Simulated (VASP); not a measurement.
Data:

```
BaHfO3
1.0
    4.11759     0.00000     0.00000
    0.00000     4.11759     0.00000
    0.00000     0.00000     4.11759
Ba Hf O
1 1 3
Direct
  0.00000   0.00000   0.00000
  0.50000   0.50000   0.50000
  0.50000   0.00000   0.50000
  0.00000   0.50000   0.50000
  0.50000   0.50000   0.00000
```

All values below come from SCAN meta-GGA, VASP's PBE PAW potentials (set 64) (plane waves; VASP 6.6.1). Settings: 520 eV cut-off, 5×5×5 Γ-centred mesh, Gaussian smearing of 0.050 eV, potentials Ba_sv Hf_pv O.

Question: What does the run give for the energy per atom (σ→0), pressure?

Answer: 
* **energy per atom (σ→0)**: -27875 meV/atom
* **pressure**: 5.78 GPa

The compound is BaHfO3 in the cubic perovskite structure. This cell is one point of a volume scan, at 0.97 of the reference volume.
